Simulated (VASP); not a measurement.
OSZICAR of a VASP run on LaPb3 (space group Pm-3m):

File OSZICAR:
```
       N       E                     dE             d eps       ncg     rms          rms(c)
DAV:   1     0.562054170196E+03    0.56205E+03   -0.16909E+04   248   0.161E+03
DAV:   2     0.779488758712E+02   -0.48411E+03   -0.47688E+03   248   0.437E+02
DAV:   3    -0.144646224841E+02   -0.92413E+02   -0.91380E+02   345   0.236E+02
DAV:   4    -0.204762400834E+02   -0.60116E+01   -0.59884E+01   394   0.673E+01
DAV:   5    -0.207899110987E+02   -0.31367E+00   -0.31355E+00   456   0.108E+01    0.328E+00
DAV:   6    -0.204221153977E+02    0.36780E+00   -0.64769E+00   401   0.181E+01    0.228E+00
DAV:   7    -0.203477581221E+02    0.74357E-01   -0.34400E-01   409   0.482E+00    0.141E+00
DAV:   8    -0.203318672181E+02    0.15891E-01   -0.40343E-01   409   0.402E+00    0.551E-01
DAV:   9    -0.203180295492E+02    0.13838E-01   -0.10602E-01   432   0.296E+00    0.128E-01
DAV:  10    -0.203182024898E+02   -0.17294E-03   -0.88063E-03   360   0.698E-01    0.472E-02
DAV:  11    -0.203181674760E+02    0.35014E-04   -0.57102E-04   433   0.223E-01    0.209E-02
DAV:  12    -0.203181594080E+02    0.80680E-05   -0.60443E-05   416   0.565E-02    0.491E-03
DAV:  13    -0.203181592227E+02    0.18535E-06   -0.47065E-06   329   0.212E-02
   1 F= -.20318159E+02 E0= -.20287996E+02  d E =-.603270E-01
```

### Question
Which electronic solver shows in the log?

### Answer
It is blocked Davidson (ALGO = Normal, or the opening steps of other solvers). The INCAR had ALGO = Normal.

### Question
Can the final energy be trusted as converged?

### Answer
The run converged. It stopped with EDIFF = 1E-6, NELM = 100 (LDA (Ceperley-Alder, Perdew-Zunger), plane waves, VASP's LDA PAW potentials (set 64)).

The structure comes from a computed database's LaPb3 entry; how it stands against other phases isn't given here. The cell was not relaxed at this level. The k-mesh is coarse (spacing up to 0.42 per Å, 2π included), so the numbers may not be converged in it. The run is one of a series of settings (KPOINTS 3×3×3 Γ-centred mesh against the base run), some of them coarse on purpose. The electron count is odd and the run is not spin-polarised, which forces a metal.
